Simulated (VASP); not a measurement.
All values below come from r2SCAN meta-GGA, VASP's PBE PAW potentials (set 64) (plane waves; VASP). For the first row: Numerical set-up: 520 eV cut-off, 7×7×7 Γ-centred mesh, Gaussian smearing of 0.050 eV, potentials Pb_d F.

```json
[
 {"system": "PbF₂ (fluorite)", "energy (eV/atom)": "-23.3873"},
 {"system": "Pb atom", "energy (eV/atom)": "-53.4663"},
 {"system": "F atom", "energy (eV/atom)": "-2.2509"}
]
```

Atoms are spin-polarised in a large box without symmetry, with the spin fixed by Hund's rule, and may not be in the lowest state of each functional; no zero-point energy is added.  Spin-orbit coupling is left out, which shifts such energies by up to tenths of an eV for the heavy elements here.

Q: What is the cohesive energy per atom of PbF2?

A: The references average (1×(-53.4663) + 2×(-2.2509))/3 = -19.3227 eV, so the cohesive energy is -19.3227 − (-23.3873) = 4.065 eV/atom.
